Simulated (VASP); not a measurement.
Set up this calculation in VASP 6.6.1, as the native input.

```yaml
Task: relaxation of cell and atoms
Functional: BLYP
Dispersion: D4
Potentials_or_basis: VASP PAW PBE potentials, release 64 (Ge_d, Br)
Cutoff: 600 eV
k_mesh: 5 × 5 × 4
Occupations: fermi-dirac, width 0.05 eV
Spin: no spin polarisation
Further_INCAR_settings: ALGO = Normal; EDIFF = 1e-07; IBRION = 2; EDIFFG = -0.01; NSW = 60; ISIF = 3
```

The structure of GeBr lies in POSCAR:

```
GeBr
1.0
    4.8268000000      0.0000000000      0.0000000000
   -2.4134000000      4.1801300000      0.0000000000
    0.0000000000      0.0000000000      5.5646600000
Ge Br
2 2
Direct
    0.0000000000      0.0000000000      0.0000000000
    0.0000000000      0.0000000000      0.5000000000
    0.3333300000      0.6666700000      0.7500000000
    0.6666700000      0.3333300000      0.2500000000
```

The cell was built by a generator and needn't be a form met in nature.

These files were run (other wordings do the same):

INCAR

```
SYSTEM = GeBr
PREC = Accurate
ENCUT = 600
EDIFF = 1E-7
ISMEAR = -1
SIGMA = 0.05
LREAL = .FALSE.
LASPH = .TRUE.
NELM = 60
ALGO = Normal
ISIF = 3
LWAVE = .FALSE.
LCHARG = .FALSE.
GGA = B5
ALDAX = 1.0
AGGAX = 1.0
AGGAC = 1.0
ALDAC = 0.0
IVDW = 13
VDW_S6 = 1.0
VDW_S8 = 2.34076671
VDW_A1 = 0.44488865
VDW_A2 = 4.0933009
IBRION = 2
NSW = 60
EDIFFG = -0.01
```

KPOINTS

```
Automatic mesh
0
G
  5 5 4
  0 0 0
```

Potentials or basis: VASP PAW PBE potentials, release 64 (Ge_d, Br).

Run with:

```bash
$ cat potpaw_PBE.64/Ge_d/POTCAR potpaw_PBE.64/Br/POTCAR > POTCAR
$ mpirun -np 1 vasp_std > vasp.out
```

It gave:

- Relaxed volume: 28.30 Å³/atom
- Relaxed cell: a = 4.897 Å, b = 4.897 Å, c = 5.452 Å, α = 90.00°, β = 90.00°, γ = 120.00°
- Space group after relaxing (to 0.05 Å): P6_3/mmc (No. 194)
- Energy gained by relaxing: 4.4 meV/atom
- Ionic steps: 6
- Pressure after relaxing: 0.0 GPa
- Band gap on the k mesh: none (metal or under the smearing width)
- Dispersion energy per atom: -0.556 eV

Caveat: the PAW data sets were made with another functional, which shifts forces and pressure a little; pairwise dispersion overbinds metals, which lowers pressure and volume.

Wall time 3.9 min on 1 thread of Intel(R) Xeon(R) 6975P-C (Granite Rapids) (shared host), peak memory 0.31 GiB.
